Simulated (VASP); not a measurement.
## Cu3Si (space group I4/mmm): computed properties

Calculation: PBEsol GGA, VASP's PBE PAW potentials (set 64) (plane waves; VASP 6.6.1).

| Item | Result |
|---|---|
| space group | I4/mmm (139) |
| cell | a = b = 3.576 Å, c = 7.197 Å, α = β = γ = 90.00° |
| volume per atom | 11.51 Å^3/atom |
| band gap (over mesh and band path) | none (metal, semimetal or under 0.01 eV) |
| band gap with spin-orbit coupling | none (metallic) |
| density | 7.89 g/cm³ |

```xyz
4
Lattice="-1.7881 1.7881 3.5987 1.7881 -1.7881 3.5987 1.7881 1.7881 -3.5987" Properties=species:S:1:pos:R:3 pbc="T T T"
Si     0.0000     0.0000     0.0000
Cu     0.0000     1.7881     1.7994
Cu     1.7881     0.0000     1.7994
Cu     0.0000     0.0000     3.5987
```

The structure comes from a computed database's Cu3Si entry (I4/mmm); how it stands against other phases isn't given here. It was relaxed first. Symmetry was kept, so distortions that lower it aren't found. The electron count is odd and the run is not spin-polarised, which forces a metal.
